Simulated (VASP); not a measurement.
Calculation: PBE GGA, VASP's PBE PAW potentials (set 64) (plane waves; VASP).

Input for VASP

**POSCAR**
```
Au16S
1
    5.8764807546     0.0000000000     0.0000000000
    2.9382408865     5.0891818367     0.0000000000
    0.0000000000     0.0000000000    21.4555708732
Au S
16 1
Direct
  1.0000000000   0.0000000000   0.3297626762
  0.5006462334   0.9987075332   0.3308151363
  0.9987075332   0.5006462334   0.3308151363
  0.5006462334   0.5006462334   0.3308151363
  0.1665361089   0.1665361089   0.4442134966
  0.6669287822   0.1665361089   0.4442134966
  0.1665361089   0.6669287822   0.4442134966
  0.6666670000   0.6666670000   0.4431952666
  0.8317040785   0.3365908430   0.5552504266
  0.3333330000   0.3333330000   0.5541709968
  0.8317040785   0.8317040785   0.5552504266
  0.3365908430   0.8317040785   0.5552504266
  1.0000000000   1.0000000000   0.6628068517
  0.5066916550   0.9866166899   0.6699377707
  0.9866166899   0.5066916550   0.6699377707
  0.5066916550   0.5066916550   0.6699377707
  0.3333330000   0.3333330000   0.7457757179
```

**KPOINTS**
```
Automatic mesh
0
Gamma
5 5 1
0 0 0
```

### INCAR
```
ALGO = Normal
DIPOL = 0.5 0.5 0.5
EDIFF = 1E-6
ENCUT = 400
GGA = PE
IDIPOL = 3
ISMEAR = 1
LASPH = .TRUE.
LCHARG = .FALSE.
LDIPOL = .TRUE.
LMAXMIX = 6
LORBIT = 11
LREAL = .FALSE.
LVHAR = .TRUE.
LWAVE = .FALSE.
NELM = 100
NELMIN = 4
PREC = Normal
SIGMA = 0.1
SYSTEM = Au16S
```

POTCAR, in this order: Au S (PBE.64 set). Program: vasp_std. Read from the step before: WAVECAR.

Unless said otherwise, spin-orbit coupling is left out, though it shifts the bands of the heavy elements here.

Q: What does the run give for the energy per atom (σ→0), band gap (on the k-mesh)?

A: 
- energy per atom (σ→0): -3.128 eV/atom
- band gap (on the k-mesh): none (metal, semimetal or under 0.01 eV)

### OSZICAR
```
...
DAV:   1    -0.531804591459E+02   -0.53180E+02   -0.37587E-03  1298   0.268E-01    0.155E-01
DAV:   2    -0.531896351665E+02   -0.91760E-02   -0.98898E-02  1589   0.141E+00    0.583E-01
DAV:   3    -0.531798152273E+02    0.98199E-02   -0.66237E-02  1672   0.118E+00    0.376E-02
DAV:   4    -0.531798236501E+02   -0.84228E-05   -0.37667E-04  1170   0.870E-02    0.201E-02
DAV:   5    -0.531798245672E+02   -0.91712E-06   -0.17956E-05  1260   0.160E-02    0.112E-02
DAV:   6    -0.531798224876E+02    0.20796E-05   -0.15164E-05   813   0.175E-02    0.230E-03
DAV:   7    -0.531798233787E+02   -0.89110E-06   -0.16925E-06   786   0.361E-03
   1 F= -.53179823E+02 E0= -.53177840E+02  d E =-.595030E-02
```

The cell is a thin slab with vacuum, built from Au (fcc): (111) face, S adsorbed.
